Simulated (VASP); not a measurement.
An input for Ansatz (written as the equivalent of a VASP run, and not itself run):

Ansatz 0.2 input:
```yaml
crystal:
  lattice:
    - [0.0000000, 2.5783269, 2.5783269]
    - [2.5783269, 0.0000000, 2.5783269]
    - [2.5783269, 2.5783269, 0.0000000]
  atoms:
    - { symbol: Ga, position: [0.0000000, 0.0000000, 0.0000000] }
    - { symbol: P, position: [0.5000000, 0.5000000, 0.5000000] }
kpoints:
  mp_grid: { grid: [11, 11, 11] }
hamiltonian:
  xc: pbe
  pseudopotentials: { kind: paw }
scf:
  occupations: { method: methfessel_paxton, width: 0.1 }
  max_iter: 100
relax:
  max_steps: 60
  f_tol: 0.01
  cell: {}
output: { forces: true, stress: true, eigenvalues: true }
```

### Question
Write the VASP files for the same calculation (PBE).

### Answer
Several could match; the one computed here: 
INCAR:
```
SYSTEM=GaP
PREC=Accurate; ENCUT=400; LREAL=.FALSE.
LASPH=.TRUE.
EDIFF=1E-6; NELM=100; ALGO=Normal
LMAXMIX=4
ISMEAR=1; SIGMA=0.1
GGA=PE
IBRION=2; NSW=60; ISIF=3
EDIFFG=-0.01
LWAVE=.FALSE.; LCHARG=.FALSE.
```

File KPOINTS:
```
Automatic mesh
0
Gamma
11 11 11
0 0 0
```

POSCAR:
```
GaP
1
   -0.0000000000     2.5783268517     2.5783268517
    2.5783268517    -0.0000000000     2.5783268517
    2.5783268517     2.5783268517     0.0000000000
Ga P
1 1
Direct
  0.0000000000   0.0000000000   0.0000000000
  0.5000000000   0.5000000000   0.5000000000
```

POTCAR, in this order: Ga_d P (PBE.64 set). Program: vasp_std.

What does not carry over: each code has its own PAW files, so the cut-off isn't converted (ENCUT is set for VASP's; basis.ecutwfc is left out, and Ansatz then takes the one that its files recommend); Ansatz stops its SCF on the density residual and VASP on the energy change (EDIFF).

The structure was generated: GaP was put into the rock salt type (Fm-3m), which need not be its known phase. This run relaxes it. Symmetry was kept, so distortions that lower it aren't found. The start is the result of an earlier pass.
